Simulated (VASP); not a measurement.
# SnGe15: single point with TB-mBJ

Crystal: SnGe15.

```
Sn Ge
1.0
     0.00000    5.70994    5.70994
     5.70994    0.00000    5.70994
     5.70994    5.70994    0.00000
Sn Ge
1 15
Cartesian
  0.0000 0.0000 0.0000
  2.8550 2.8550 0.0000
  2.8550 0.0000 2.8550
  5.7099 2.8550 2.8550
  1.4275 1.4275 1.4275
  4.2825 4.2825 1.4275
  4.2825 1.4275 4.2825
  7.1374 4.2825 4.2825
  0.0000 2.8550 2.8550
  2.8550 5.7099 2.8550
  2.8550 2.8550 5.7099
  5.7099 5.7099 5.7099
  1.4275 4.2825 4.2825
  4.2825 7.1374 4.2825
  4.2825 4.2825 7.1374
  7.1374 7.1374 7.1374
```

The cell comes from a database or a generator and needn't be the stable form of this composition.

| Quantity | Value |
| --- | --- |
| Program | VASP 6.6.1 |
| Task | single point |
| Functional | TB-mBJ |
| Potentials or basis | VASP PAW PBE potentials, release 64 (Sn_d, Ge_d) |
| Cutoff | 520 eV |
| k mesh | 4 × 4 × 4 |
| Occupations | gaussian, width 0.01 eV |
| Spin | no spin polarisation |

```yaml
Band_gap_on_the_k_mesh: 0.47 eV, direct
```

Levels at points of the mesh, in eV from the valence-band top:
| k point | band 109 | band 110 | band 111 | band 112 | band 113 | band 114 | band 115 | band 116 |
| --- | --- | --- | --- | --- | --- | --- | --- | --- |
| (0.00, 0.00, 0.00) | -1.30 | 0.00 | 0.00 | 0.00 | 0.47 | 0.55 | 0.55 | 0.55 |
| (0.50, 0.00, 0.00) | -0.89 | -0.89 | -0.80 | -0.80 | 1.02 | 1.17 | 1.74 | 1.75 |
| (0.50, 0.50, 0.00) | -1.49 | -1.47 | -1.42 | -1.41 | 1.37 | 1.40 | 2.26 | 2.26 |

It took 31 min on 1 thread of Intel(R) Xeon(R) 6975P-C (Granite Rapids) (shared host), peak memory 0.69 GiB.

Caveat: spin-orbit coupling is left out, which moves the levels of the heavy elements. A k mesh can miss the band edges.
